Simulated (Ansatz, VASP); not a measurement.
# Cross-check of Sn5H4 (Sn wire along [100], 25 atoms a period, H-terminated) between VASP and Ansatz

Wanted: the spread between two codes on one cell, functional and k mesh. The cell is taken from a series of runs on this material, whose earlier steps may have relaxed, scaled, displaced or heated it; both programs get it as it stands.

Calculated with Ansatz 0.2.0; plane waves, with VASP 6.6.1 beside it; single point at PBE.

## 1. The starting structure

The cell holds 45 atoms: 25 Sn and 20 H. Its edges and angles: a = 22.121 Å, b = 22.121 Å, c = 6.624 Å, α = 90.0°, β = 90.0°, γ = 90.0°. Vacuum lies along a and b. The structure's axis is c.

## 2. VASP: single point, PBE

With cell and atoms fixed, the geometry can't cause a difference; cores, projectors, grids and the points listed under the comparison can.

Lines of VASP's logs that name or quote its potential files are left out, and so is its time.

INCAR

```
SYSTEM = Sn5H4
PREC = Accurate
ENCUT = 400
EDIFF = 1E-06
NELM = 120
ISMEAR = -1
SIGMA = 0.05
LREAL = Auto
ALGO = Normal
GGA = PE
NBANDS = 216
LORBIT = 11
LWAVE = .FALSE.
LCHARG = .FALSE.
ISIF = 2
LASPH = .TRUE.
GGA_COMPAT = .FALSE.
EFERMI = MIDGAP
KPAR = 4
```

POSCAR

```
Sn5H4
1.0
   22.1210000000      0.0000000000      0.0000000000
    0.0000000000     22.1210000000      0.0000000000
    0.0000000000      0.0000000000      6.6237761486
Sn H
25 20
Direct
    0.3501764780      0.5000000000      0.0000000000
    0.5000000000      0.3501764780      0.0000000000
    0.5000000000      0.6498235220      0.0000000000
    0.6498235220      0.5000000000      0.0000000000
    0.2762079670      0.4263730320      0.2538174180
    0.4263730320      0.2762079670      0.2538174180
    0.4251062760      0.5748937240      0.2496454440
    0.5748937240      0.4251062760      0.2496454440
    0.5736269680      0.7237920330      0.2538174180
    0.7237920330      0.5736269680      0.2538174180
    0.2019366670      0.5000000000      0.5000000000
    0.3514454170      0.3514454170      0.4949300880
    0.3514454170      0.6485545830      0.5050699120
    0.5000000000      0.2019366670      0.5000000000
    0.5000000000      0.5000000000      0.5000000000
    0.5000000000      0.7980633330      0.5000000000
    0.6485545830      0.3514454170      0.5050699120
    0.6485545830      0.6485545830      0.4949300880
    0.7980633330      0.5000000000      0.5000000000
    0.2762079670      0.5736269680      0.7461825820
    0.4251062760      0.4251062760      0.7503545560
    0.4263730320      0.7237920330      0.7461825820
    0.5736269680      0.2762079670      0.7461825820
    0.5748937240      0.5748937240      0.7503545560
    0.7237920330      0.4263730320      0.7461825820
    0.2310219470      0.3809441310      0.1010916510
    0.3809441310      0.2310219470      0.1010916510
    0.6190558690      0.7689780530      0.1010916510
    0.7689780530      0.6190558690      0.1010916510
    0.1552718270      0.5443164050      0.3510705830
    0.3061277390      0.6938722610      0.3520036030
    0.4556835950      0.8447281730      0.3510705830
    0.5443164050      0.1552718270      0.3510705830
    0.6938722610      0.3061277390      0.3520036030
    0.8447281730      0.4556835950      0.3510705830
    0.1552718270      0.4556835950      0.6489294170
    0.3061277390      0.3061277390      0.6479963970
    0.4556835950      0.1552718270      0.6489294170
    0.5443164050      0.8447281730      0.6489294170
    0.6938722610      0.6938722610      0.6479963970
    0.8447281730      0.5443164050      0.6489294170
    0.2310219470      0.6190558690      0.8989083490
    0.3809441310      0.7689780530      0.8989083490
    0.6190558690      0.2310219470      0.8989083490
    0.7689780530      0.3809441310      0.8989083490
```

KPOINTS

```
Automatic mesh
0
Gamma
1 1 13
0 0 0
```

Potentials, in the order of the species: Sn_d and H (PBE family, release 64).

Launch:

```sh
> mpirun -np 8 vasp_std
```

Numbers of over 12 decimals in the logs are rounded to 6 here.

The program printed:

```text
[banner, memory and clock lines left out]
running    8 mpi-ranks, on    1 nodes
[...]
|                                                                             |
|           W    W    AA    RRRRR   N    N  II  N    N   GGGG   !!!           |
|           W    W   A  A   R    R  NN   N  II  NN   N  G    G  !!!           |
|           W    W  A    A  R    R  N N  N  II  N N  N  G       !!!           |
|           W WW W  AAAAAA  RRRRR   N  N N  II  N  N N  G  GGG   !            |
|           WW  WW  A    A  R   R   N   NN  II  N   NN  G    G                |
|           W    W  A    A  R    R  N    N  II  N    N   GGGG   !!!           |
|                                                                             |
|     For optimal performance we recommend to set                             |
|       NCORE = 2 up to number-of-cores-per-socket                            |
|     NCORE specifies how many cores store one orbital (NPAR=cpu/NCORE).      |
|     This setting can greatly improve the performance of VASP for DFT.       |
|     The default, NCORE=1 might be grossly inefficient on modern             |
|     multi-core architectures or massively parallel machines. Do your        |
|     Unfortunately you need to use the default for GW and RPA                |
|     calculations (for HF NCORE is supported but not extensively tested      |
|     yet).                                                                   |
|                                                                             |

 LDA part: xc-table for (Slater+PW92), standard interpolation
 POSCAR, INCAR and KPOINTS ok, starting setup
[...]
entering main loop
       N       E                     dE             d eps       ncg     rms          rms(c)
DAV:   1     0.290220260515E+04    0.29022E+04   -0.15527E+05  3944   0.130E+03
DAV:   2     0.147474322612E+03   -0.27547E+04   -0.27017E+04  3440   0.346E+02
DAV:   3    -0.146573733491E+03   -0.29405E+03   -0.29237E+03  3384   0.150E+02
DAV:   4    -0.160695699210E+03   -0.14122E+02   -0.14062E+02  3440   0.364E+01
[...]
DAV:  25    -0.155074862036E+03   -0.34236E-05   -0.73981E-08  2008   0.165E-03    0.161E-04
DAV:  26    -0.155074864131E+03   -0.20952E-05   -0.45491E-08  1944   0.104E-03    0.161E-04
DAV:  27    -0.155074865028E+03   -0.89713E-06   -0.29094E-08  1888   0.762E-04
   1 F= -.15507487E+03 E0= -.15507486E+03  d E =-.635409E-07
```

Parts of OUTCAR (step 2):

```text
  Total       -1.8783813     -1.8783813     -2.0099938      0.0000000      0.0000000      0.0000000
  in kB       -0.9284942     -0.9284942     -0.9935510      0.0000000      0.0000000      0.0000000
  external PRESSURE =      -0.9501798 kB  Pullay stress =       0.0000000 kB

 POSITION                                       TOTAL-FORCE (eV/Angst)
 -----------------------------------------------------------------------------------
      7.74625     11.06050      0.00000         0.001529     -0.000000     -0.000000
     11.06050      7.74625      0.00000         0.000000      0.001529     -0.000000
     11.06050     14.37475      0.00000         0.000000     -0.001529     -0.000000
     14.37475     11.06050      0.00000        -0.001529     -0.000000     -0.000000
      6.11000      9.43180      1.68123         0.010421      0.006606     -0.029642
      9.43180      6.11000      1.68123         0.006606      0.010421     -0.029642
      9.40378     12.71722      1.65360        -0.001604      0.001604     -0.001974
     12.71722      9.40378      1.65360         0.001604     -0.001604     -0.001974
     12.68920     16.01100      1.68123        -0.006606     -0.010421     -0.029642
     16.01100     12.68920      1.68123        -0.010421     -0.006606     -0.029642
      4.46704     11.06050      3.31189        -0.029182     -0.000000     -0.000000
      7.77432      7.77432      3.27831         0.006792      0.006792      0.032827
      7.77432     14.34668      3.34547         0.006792     -0.006792     -0.032827
     11.06050      4.46704      3.31189         0.000000     -0.029182     -0.000000
[...]
-----------------------------------------------------------------------------------
    total drift:                                0.000001      0.000001      0.000000

  FREE ENERGIE OF THE ION-ELECTRON SYSTEM (eV)
  ---------------------------------------------------
  free  energy   TOTEN  =      -155.0748650280 eV

  energy  without entropy=     -155.0748649645  energy(sigma->0) =     -155.07486500

[... 3 further parts left out ...]
[key lines of the parts left out:]
E-fermi :  -1.7056
```

## 3. Ansatz: single point, PBE

Ansatz runs on its PAW soft_1 files.

The same cell, functional, mesh and smearing now go to Ansatz, which takes its cutoff from its data sets.

input.yaml

```yaml
crystal:
  lattice:
    - [22.121, 0.0, 0.0]
    - [0.0, 22.121, 0.0]
    - [0.0, 0.0, 6.6237761486]
  atoms:
    - { symbol: Sn, position: [0.350176478, 0.5, 0.0] }
    - { symbol: Sn, position: [0.5, 0.350176478, 0.0] }
    - { symbol: Sn, position: [0.5, 0.649823522, 0.0] }
    - { symbol: Sn, position: [0.649823522, 0.5, 0.0] }
    - { symbol: H, position: [0.231021947, 0.380944131, 0.101091651] }
    - { symbol: H, position: [0.380944131, 0.231021947, 0.101091651] }
    - { symbol: H, position: [0.619055869, 0.768978053, 0.101091651] }
    - { symbol: H, position: [0.768978053, 0.619055869, 0.101091651] }
    - { symbol: Sn, position: [0.276207967, 0.426373032, 0.253817418] }
    - { symbol: Sn, position: [0.426373032, 0.276207967, 0.253817418] }
    - { symbol: Sn, position: [0.425106276, 0.574893724, 0.249645444] }
    - { symbol: Sn, position: [0.574893724, 0.425106276, 0.249645444] }
    - { symbol: Sn, position: [0.573626968, 0.723792033, 0.253817418] }
    - { symbol: Sn, position: [0.723792033, 0.573626968, 0.253817418] }
    - { symbol: H, position: [0.155271827, 0.544316405, 0.351070583] }
    - { symbol: H, position: [0.306127739, 0.693872261, 0.352003603] }
    - { symbol: H, position: [0.455683595, 0.844728173, 0.351070583] }
    - { symbol: H, position: [0.544316405, 0.155271827, 0.351070583] }
    - { symbol: H, position: [0.693872261, 0.306127739, 0.352003603] }
    - { symbol: H, position: [0.844728173, 0.455683595, 0.351070583] }
    - { symbol: Sn, position: [0.201936667, 0.5, 0.5] }
    - { symbol: Sn, position: [0.351445417, 0.351445417, 0.494930088] }
    - { symbol: Sn, position: [0.351445417, 0.648554583, 0.505069912] }
    - { symbol: Sn, position: [0.5, 0.201936667, 0.5] }
    - { symbol: Sn, position: [0.5, 0.5, 0.5] }
    - { symbol: Sn, position: [0.5, 0.798063333, 0.5] }
    - { symbol: Sn, position: [0.648554583, 0.351445417, 0.505069912] }
    - { symbol: Sn, position: [0.648554583, 0.648554583, 0.494930088] }
    - { symbol: Sn, position: [0.798063333, 0.5, 0.5] }
    - { symbol: H, position: [0.155271827, 0.455683595, 0.648929417] }
    - { symbol: H, position: [0.306127739, 0.306127739, 0.647996397] }
    - { symbol: H, position: [0.455683595, 0.155271827, 0.648929417] }
    - { symbol: H, position: [0.544316405, 0.844728173, 0.648929417] }
    - { symbol: H, position: [0.693872261, 0.693872261, 0.647996397] }
    - { symbol: H, position: [0.844728173, 0.544316405, 0.648929417] }
    - { symbol: Sn, position: [0.276207967, 0.573626968, 0.746182582] }
    - { symbol: Sn, position: [0.425106276, 0.425106276, 0.750354556] }
    - { symbol: Sn, position: [0.426373032, 0.723792033, 0.746182582] }
    - { symbol: Sn, position: [0.573626968, 0.276207967, 0.746182582] }
    - { symbol: Sn, position: [0.574893724, 0.574893724, 0.750354556] }
    - { symbol: Sn, position: [0.723792033, 0.426373032, 0.746182582] }
    - { symbol: H, position: [0.231021947, 0.619055869, 0.898908349] }
    - { symbol: H, position: [0.380944131, 0.768978053, 0.898908349] }
    - { symbol: H, position: [0.619055869, 0.231021947, 0.898908349] }
    - { symbol: H, position: [0.768978053, 0.380944131, 0.898908349] }
kpoints:
  mp_grid: { grid: [1, 1, 13] }
  band_path: { path: ["Γ", Z], npoints: 90 }
scf:
  occupations: { method: fermi_dirac, width: 0.05 }
hamiltonian:
  xc: pbe
  pseudopotentials: { kind: paw, azcp: { folder: soft_1 } }
output:
  dos: { e_range: [-5, 4] }
  write_potential: true
  write_density: true
  volumetric_format: npy
```

Launch:

```sh
> ansatz run input.yaml --threads 4 --pin off --max-ram 16384MiB --backend cpu --events-out ev --progress --plain --runs-dir out
```

The program printed:

```text
Engine: ansatz 0.2.0, x86_64-unknown-linux-gnu
Pseudopotentials: kind: paw
Pseudopotential: Sn, paw, valence charge 14, recommended cutoff 420 eV (normal), soft_1/Sn.paw.azcp
Pseudopotential: H, paw, valence charge 1, recommended cutoff 420 eV (normal), soft_1/H.paw.azcp
Functional definition: PBE
  parameter kappa = 0.804
  parameter beta = 0.066725
  exchange = pbe_x(kappa = kappa, mu = beta*pi^2/3)
  correlation = pbe_c(beta = beta)
Crystal: 45 atoms, lattice volume = 3241.270 Å³
Basis set: ecut = 420 eV, 63223 PW (Γ)
Bands: 230, of which v1, the nominal top of the filled ones, is band 185 counted from 1 (184 counted from 0)
Symmetry: 8 space group operations
Space group: P-42m (ITA 111), of the structure as read, at distance tolerance 1.5e-4 Å
k-points: 7 of 13
Non-local potential: Sn, projectors of the file, l = 0: 2, l = 1: 2, l = 2: 2, l = 3: 1
Non-local potential: H, projectors of the file, l = 0: 2, l = 1: 1
PAW form: soft (Blöchl's): semilocal exchange-correlation on the pseudo side does not see the compensation charge
PAW one-centre angular grid: Sn, 590 points (default); XC on 64 Gauss nodes
PAW one-centre angular grid: H, 110 points (default); XC on 64 Gauss nodes
Initial density: superposition of atomic densities (neutral atoms: chi_scale 0, normalization atom)
Initial wavefunctions: pseudopotential atomic-orbital guess
Functional: x = pbe(κ = 0.804, μ = 0.219515), c = pbe(β = 0.066725)
SCF iter   1: F=—  HF=-150921.716711 eV  |F-HF|=—  |Δ(HF+E_count)|=         —  Δρ=2.49e-2  dr2=2.09e1  ethr=3.10e-3  ⟨swp⟩=6.9  Hψ=6701  notcnv=0  defer=69
preconditioner: auto → Resta (q_TF=auto, 1.900 Å⁻¹)  ε∞=1.8  [insulator: Δε(μ)=1.429 eV  Ē_g=7.818 eV  σ=0.050 eV  W_gap=1.00  n_scr=340 (ndim 8)  ℏωp=7.1 eV  f_vac=0.602  D(μ)=0.00/eV (n_scr^D=0)  ε∞_Penn≈1.8  vacuum switching on, ρ_ref=4.4e-3 e/Å³]
SCF iter   2: F=—  HF=-150916.886634 eV  |F-HF|=—  |Δ(HF+E_count)|=    4.83e0  Δρ=9.39e-3  dr2=4.71e0  ethr=3.10e-3  ⟨swp⟩=3.4  Hψ=2317  notcnv=0  defer=247
SCF iter   3: F=—  HF=-150916.409756 eV  |F-HF|=—  |Δ(HF+E_count)|=   4.77e-1  Δρ=4.29e-3  dr2=3.53e0  ethr=1.27e-3  ⟨swp⟩=3.7  Hψ=2271  notcnv=0  defer=241
SCF iter   4: F=—  HF=-150915.917178 eV  |F-HF|=—  |Δ(HF+E_count)|=   4.93e-1  Δρ=1.35e-3  dr2=1.84e-1  ethr=9.53e-4  ⟨swp⟩=4.0  Hψ=2088  notcnv=0  defer=241
SCF iter   5: F=—  HF=-150915.913291 eV  |F-HF|=—  |Δ(HF+E_count)|=   3.89e-3  Δρ=5.20e-4  dr2=8.90e-3  ethr=4.97e-5  ⟨swp⟩=2.4  Hψ=1985  notcnv=0  defer=240
SCF iter   6: F=—  HF=-150915.919343 eV  |F-HF|=—  |Δ(HF+E_count)|=   6.05e-3  Δρ=1.63e-4  dr2=9.85e-4  ethr=2.41e-6  ⟨swp⟩=2.0  Hψ=1790  notcnv=0  defer=240
SCF iter   7: F=—  HF=-150915.920363 eV  |F-HF|=—  |Δ(HF+E_count)|=   1.02e-3  Δρ=4.15e-5  dr2=1.61e-4  ethr=2.66e-7  ⟨swp⟩=2.1  Hψ=1975  notcnv=0  defer=240
SCF iter   8: F=—  HF=-150915.920405 eV  |F-HF|=—  |Δ(HF+E_count)|=   4.26e-5  Δρ=1.28e-5  dr2=6.51e-6  ethr=4.35e-8  ⟨swp⟩=2.1  Hψ=1993  notcnv=0  defer=240
SCF iter   9: F=—  HF=-150915.920236 eV  |F-HF|=—  |Δ(HF+E_count)|=   1.69e-4  Δρ=3.62e-6  dr2=5.39e-7  ethr=1.76e-9  ⟨swp⟩=2.6  Hψ=2484  notcnv=0  defer=240
iter 10 met the thresholds in force, and the SCF goes on: an eigenvalue changes by 88.96 meV, over its tolerance of 10.00 meV (output.eigenvalues, Limitations)
SCF iter  10: F=-150915.920237 eV  HF=-150915.920237 eV  |F-HF|=1.42e-8  |Δ(HF+E_count)|=   1.29e-6  Δρ=1.04e-6  dr2=6.74e-8  ethr=2.70e-11  ⟨swp⟩=17.0  Hψ=9695  notcnv=0
iter 11 met the thresholds in force, and the SCF goes on: an eigenvalue changes by 88.96 meV, over its tolerance of 10.00 meV (output.eigenvalues, Limitations)
SCF iter  11: F=-150915.920238 eV  HF=-150915.920238 eV  |F-HF|=7.86e-10  |Δ(HF+E_count)|=   2.31e-8  Δρ=3.42e-7  dr2=8.19e-9  ethr=1.82e-11  ⟨swp⟩=1.0  Hψ=4303  notcnv=0
SCF iter  12: F=-150915.920238 eV  HF=-150915.920238 eV  |F-HF|=2.91e-10  |Δ(HF+E_count)|=   2.82e-9  Δρ=1.03e-7  dr2=5.27e-10  ethr=2.21e-12  ⟨swp⟩=1.0  Hψ=4303  notcnv=0
SCF 1 converged in 12 iterations: F = -150915.920238 eV  dr2 = 5.27e-10
  greatest PAW one-centre occupation: 0.991 electrons in one spin orbital (limit 2), on the Sn atom at site 28 (counted from 0), in its partial waves of l = 2
NSCF: frozen V_eff on 91 k-points
[...]
k-point 1: bands = [... 181 lower, -2.1333, -2.0908, -2.0908, -1.9571, -0.2590, 0.4009, 0.4009, 0.4376, ... 41 higher]
  k-point 2: bands = [... 181 lower, -2.2299, -2.0739, -2.0739, -2.0128, -0.1990, 0.2871, 0.2871, 0.4502, ... 41 higher]
  k-point 6: bands = [... 181 lower, -2.4223, -2.3230, -2.2967, -2.2967, -0.1111, -0.0618, -0.0618, -0.0192, ... 41 higher]
```

Reading the cycles: dr2 is the Hartree energy of the density residual (eV), the measure of convergence; HF is the Harris–Foulkes estimate of the energy, which meets the free energy F at convergence.

## 4. Side by side

Known differences besides the potentials themselves: the cutoff is 420 eV in Ansatz and 400 eV in VASP (PREC = Accurate, projectors in real space). Total energies have different zeros and are not compared.

Compared:

```csv
quantity,Ansatz,VASP,difference
gap on the k mesh (eV),1.658,1.659,-0.001
```

A gap on the mesh is an upper bound, since the band edges may lie between its points.

## 5. Summary of results

- difference in gap on the k mesh (single point, PBE): -8.7e-4 eV

What this shows: The difference in gap on the k mesh is -8.7e-4 eV (single point, PBE), within the 0.08 eV picked in this series as the mark of a large difference. Such differences can come from data sets, numerical settings and the points named under the comparisons, not from the functional's error against experiment.

[Lines on the potential files, build, host, timing and source positions are cut from VASP's logs without a mark.]

[Logs are printed without paths, hosts, clocks, repeated set-up lines and the standing remarks that a program may print on its own settings, such as how far it seeks lower states.]

[Hosts, paths, dates, database ids (printed as entryN), source tags and the programs' standing remarks are cut or masked in the printed files.]
